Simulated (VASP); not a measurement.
Given:

```
CELL_PARAMETERS angstrom
      4.57000     0.00000     0.00000
      0.00000     4.57000     0.00000
      0.00000     0.00000     4.57000
ATOMIC_POSITIONS crystal
  Cs 0.00000 0.00000 0.00000
  I  0.50000 0.50000 0.50000
```

Computed with vdW-DF-cx, VASP's PBE PAW potentials (set 64) (plane waves; VASP 6.6.1). Numerical set-up: 520 eV cut-off, 5×5×5 Γ-centred mesh, Gaussian smearing of 0.050 eV, potentials Cs_sv I.

Energy and stress use the plane-wave basis of the starting cell.

### Question
The ions, cell shape and volume are relaxed. Give the cell that the relaxation ends in.

### Answer

```
CELL_PARAMETERS angstrom
      4.52340     0.00000     0.00000
      0.00000     4.52340     0.00000
      0.00000     0.00000     4.52340
ATOMIC_POSITIONS crystal
  Cs 0.00000 0.00000 0.00000
  I  0.50000 0.50000 0.50000
```
Space group Pm-3m (221), at a tolerance of 0.03 Å.

### Question
How do energy and volume change from the first to the last step?

### Answer
The energy (σ→0) changes by -1.9 meV/atom and the volume by -3.0 %, in 3 ionic steps.

```csv
step,E(σ→0) (eV),max force (eV/Å),pressure (GPa),volume (Å³)
1,-0.8150,0.000,-0.38,95.44
2,-0.8178,0.000,-0.19,93.89
3,-0.8187,0.000,-0.02,92.55
```

The compound is CsI in the CsCl type structure. This run relaxes it. Symmetry was kept, so distortions that lower it aren't found.
